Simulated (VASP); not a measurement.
All values below come from PBEsol GGA, VASP's PBE PAW potentials (set 64) (plane waves; VASP).

Input for VASP

**INCAR**
```
SYSTEM = NbSi2
PREC = Accurate; ENCUT = 400; LREAL = .FALSE.
LASPH = .TRUE.
EDIFF = 1E-6; NELM = 100; ALGO = Normal
LMAXMIX = 4
ISMEAR = 1; SIGMA = 0.1
GGA = PS
IBRION = 2; NSW = 60; ISIF = 3
EDIFFG = -0.02
LWAVE = .FALSE.; LCHARG = .FALSE.
```

KPOINTS:
```
Automatic mesh
0
Gamma
8 8 10
0 0 0
```

File POSCAR:
```
NbSi2
1.0
  4.2826350295   0.0000000000   0.0000000000
 -2.1413175147   3.7088709670   0.0000000000
  0.0000000000   0.0000000000   2.7171090486
Nb Si
1 2
Direct
  0.0000000000   1.0000000000   1.0000000000
  0.3333330000   0.6666670000   0.5000000000
  0.6666670000   0.3333330000   0.5000000000
```

POTCAR, in this order: Nb_sv Si (PBE.64 set). Program: vasp_std.

The run wrote:

### OUTCAR
```
 ion  position               nearest neighbor table
   1  0.000  0.000  0.000-   2 2.82   3 2.82   2 2.82   3 2.82   3 2.82   3 2.82   2 2.82   2 2.82
                             3 2.82   3 2.82   2 2.82   2 2.82
   2  0.333  0.667  0.500-   3 2.47   3 2.47   3 2.47   1 2.82   1 2.82   1 2.82   1 2.82   1 2.82
                             1 2.82
   3  0.667  0.333  0.500-   2 2.47   2 2.47   2 2.47   1 2.82   1 2.82   1 2.82   1 2.82   1 2.82
                             1 2.82
  LATTYP: Found a hexagonal cell.
 ALAT       =     4.2826350295
 C/A-ratio  =     0.6344479578
 Subroutine PRICEL returns:
 Original cell was already a primitive cell.
 Subroutine GETGRP returns: Found 24 space group operations
The static configuration has the point symmetry D_6h.
The dynamic configuration has the point symmetry D_6h.
 Subroutine INISYM returns: Found 24 space group operations
 Subroutine IBZKPT returns following result:
 Found     60 irreducible k-points:

 Following reciprocal coordinates:
            Coordinates               Weight
  0.000000  0.000000  0.000000      1.000000
  0.125000 -0.000000  0.000000      6.000000
  0.250000 -0.000000  0.000000      6.000000
  0.375000 -0.000000  0.000000      6.000000
...
```

File OSZICAR:
```
       N       E                     dE             d eps       ncg     rms          rms(c)
DAV:   1     0.118219982202E+03    0.11822E+03   -0.91634E+03  1680   0.115E+03
DAV:   2    -0.175252546234E+02   -0.13575E+03   -0.13373E+03  2166   0.367E+02
DAV:   3    -0.236325812338E+02   -0.61073E+01   -0.59502E+01  2702   0.613E+01
DAV:   4    -0.238726589903E+02   -0.24008E+00   -0.23981E+00  2418   0.129E+01
DAV:   5    -0.238800563336E+02   -0.73973E-02   -0.73959E-02  2768   0.203E+00    0.994E+00
DAV:   6    -0.230451798074E+02    0.83488E+00   -0.58050E+00  2806   0.175E+01    0.393E+00
DAV:   7    -0.229631778657E+02    0.82002E-01   -0.47647E-01  2178   0.470E+00    0.235E+00
DAV:   8    -0.229419088212E+02    0.21269E-01   -0.66247E-02  2456   0.227E+00    0.389E-01
DAV:   9    -0.229417984701E+02    0.11035E-03   -0.70060E-03  2868   0.672E-01    0.221E-01
DAV:  10    -0.229417687825E+02    0.29688E-04   -0.89144E-04  2484   0.313E-01    0.625E-02
DAV:  11    -0.229417604254E+02    0.83571E-05   -0.68654E-05  2494   0.824E-02    0.253E-02
DAV:  12    -0.229417619572E+02   -0.15318E-05   -0.79210E-06  2400   0.283E-02    0.505E-03
DAV:  13    -0.229417613655E+02    0.59166E-06   -0.49888E-07  1490   0.935E-03
   1 F= -.22941761E+02 E0= -.22941662E+02  d E =-.229418E+02
       N       E                     dE             d eps       ncg     rms          rms(c)
DAV:   1    -0.233526848766E+02   -0.41092E+00   -0.17470E+01  1812   0.428E+01    0.322E+00
DAV:   2    -0.230720624422E+02    0.28062E+00   -0.11790E+00  2282   0.102E+01    0.163E+00
DAV:   3    -0.229999237633E+02    0.72139E-01   -0.14416E-01  2450   0.329E+00    0.536E-01
DAV:   4    -0.229920191585E+02    0.79046E-02   -0.28708E-02  2570   0.139E+00    0.103E-01
DAV:   5    -0.229920484343E+02   -0.29276E-04   -0.17315E-03  2384   0.361E-01    0.650E-02
DAV:   6    -0.229920405225E+02    0.79117E-05   -0.61536E-04  2752   0.178E-01    0.295E-02
DAV:   7    -0.229920227073E+02    0.17815E-04   -0.11189E-04  2650   0.833E-02    0.711E-03
DAV:   8    -0.229920223845E+02    0.32279E-06   -0.46326E-06  1964   0.199E-02
   2 F= -.22992022E+02 E0= -.22992308E+02  d E =-.502610E-01
       N       E                     dE             d eps       ncg     rms          rms(c)
DAV:   1    -0.230293276675E+02   -0.37305E-01   -0.12635E+00  1716   0.115E+01    0.882E-01
DAV:   2    -0.230078366289E+02    0.21491E-01   -0.82784E-02  2230   0.261E+00    0.458E-01
DAV:   3    -0.230020719402E+02    0.57647E-02   -0.11406E-02  2440   0.936E-01    0.130E-01
DAV:   4    -0.230016035717E+02    0.46837E-03   -0.16893E-03  2526   0.341E-01    0.266E-02
DAV:   5    -0.230015981377E+02    0.54340E-05   -0.87429E-05  2294   0.789E-02    0.117E-02
DAV:   6    -0.230015984512E+02   -0.31348E-06   -0.70332E-06  2404   0.208E-02
   3 F= -.23001598E+02 E0= -.23001685E+02  d E =-.598371E-01
       N       E                     dE             d eps       ncg     rms          rms(c)
DAV:   1    -0.230016823802E+02   -0.84242E-04   -0.37769E-03  1752   0.629E-01    0.476E-02
DAV:   2    -0.230016201225E+02    0.62258E-04   -0.24427E-04  2236   0.142E-01    0.247E-02
DAV:   3    -0.230016029894E+02    0.17133E-04   -0.33454E-05  2426   0.505E-02    0.711E-03
DAV:   4    -0.230016015665E+02    0.14230E-05   -0.49443E-06  2036   0.186E-02    0.143E-03
DAV:   5    -0.230016015730E+02   -0.65118E-08   -0.32068E-07  1122   0.563E-03
   4 F= -.23001602E+02 E0= -.23001690E+02  d E =-.598402E-01
       N       E                     dE             d eps       ncg     rms          rms(c)
DAV:   1    -0.230022252204E+02   -0.62365E-03   -0.19372E-02  2016   0.187E+00    0.196E-01
DAV:   2    -0.230016849702E+02    0.54025E-03   -0.36631E-03  2438   0.649E-01    0.649E-02
DAV:   3    -0.230016003075E+02    0.84663E-04   -0.24140E-04  2684   0.110E-01    0.259E-02
DAV:   4    -0.230015916653E+02    0.86422E-05   -0.11084E-04  2838   0.814E-02    0.198E-02
DAV:   5    -0.230015954214E+02   -0.37561E-05   -0.57458E-06  2026   0.209E-02    0.107E-02
DAV:   6    -0.230015974964E+02   -0.20750E-05   -0.13405E-05  2866   0.214E-02    0.304E-03
DAV:   7    -0.230015971890E+02    0.30736E-06   -0.26235E-07  1074   0.532E-03
   5 F= -.23001597E+02 E0= -.23001696E+02  d E =0.438397E-05
       N       E                     dE             d eps       ncg     rms          rms(c)
DAV:   1    -0.230017795361E+02   -0.18204E-03   -0.49010E-03  2010   0.942E-01    0.983E-02
DAV:   2    -0.230016413794E+02    0.13816E-03   -0.91548E-04  2420   0.325E-01    0.326E-02
DAV:   3    -0.230016197210E+02    0.21658E-04   -0.61123E-05  2724   0.555E-02    0.130E-02
DAV:   4    -0.230016186917E+02    0.10292E-05   -0.27819E-05  2828   0.404E-02    0.997E-03
DAV:   5    -0.230016208102E+02   -0.21185E-05   -0.12276E-06  1424   0.105E-02    0.548E-03
DAV:   6    -0.230016227343E+02   -0.19241E-05   -0.34719E-06  2314   0.116E-02    0.926E-04
DAV:   7    -0.230016228299E+02   -0.95625E-07   -0.25057E-07   894   0.483E-03
   6 F= -.23001623E+02 E0= -.23001716E+02  d E =-.212570E-04
```

**OUTCAR**
```
------------------------ aborting loop because EDIFF is reached ----------------------------------------
  FORCE on cell =-STRESS in cart. coord.  units (eV):
  Direction    XX          YY          ZZ          XY          YZ          ZX
  --------------------------------------------------------------------------------------
  Total        0.0168506      0.0168506     -0.0372765      0.0000000      0.0000000      0.0000000
  in kB        0.6222984      0.6222984     -1.3766385      0.0000000      0.0000000      0.0000000
  external PRESSURE =      -0.0440139 kB  Pullay stress =       0.0000000 kB
  volume of cell :       43.38
      direct lattice vectors                 reciprocal lattice vectors
     4.352958912  0.000000000  0.000000000     0.229728794  0.132633972 -0.000000000
    -2.176479456  3.769773247 -0.000000000    -0.000000000  0.265267944 -0.000000000
    -0.000000000  0.000000000  2.643786954    -0.000000000  0.000000000  0.378245304
 POSITION                                       TOTAL-FORCE (eV/Angst)
 -----------------------------------------------------------------------------------
     -0.00000      0.00000      0.00000        -0.000000      0.000000      0.000000
     -0.00000      2.51318      1.32189        -0.000000     -0.000000      0.000000
      2.17648      1.25659      1.32189         0.000000      0.000000      0.000000
 -----------------------------------------------------------------------------------
    total drift:                               -0.000000      0.000000     -0.000000
  FREE ENERGIE OF THE ION-ELECTRON SYSTEM (eV)
  ---------------------------------------------------
  free  energy   TOTEN  =       -23.0016228299 eV

  energy  without entropy=      -23.0019034278  energy(sigma->0) =      -23.00171636

 reached required accuracy - stopping structural energy minimisation
```
(Selected blocks of OUTCAR.)

**CONTCAR**
```
NbSi2
   1.00000000000000
     4.3529589119901502    0.0000000000009492    0.0000000000000000
    -2.1764794559434320    3.7697732473796695   -0.0000000000000000
    -0.0000000000000000    0.0000000000000000    2.6437869542986276
  Nb              Si
     1     2
Direct
     0.0000000000000000    0.0000000000000000    0.0000000000000000
     0.3333330000000032    0.6666669999999968    0.5000000000000000
     0.6666669999999968    0.3333330000000032    0.5000000000000000
```

The structure was generated: NbSi2 was put into the AlB2 type (P6/mmm), which need not be its known phase. This run relaxes it. Symmetry was kept, so distortions that lower it aren't found. The start is the result of an earlier pass. The electron count is odd and the run is not spin-polarised, which forces a metal.
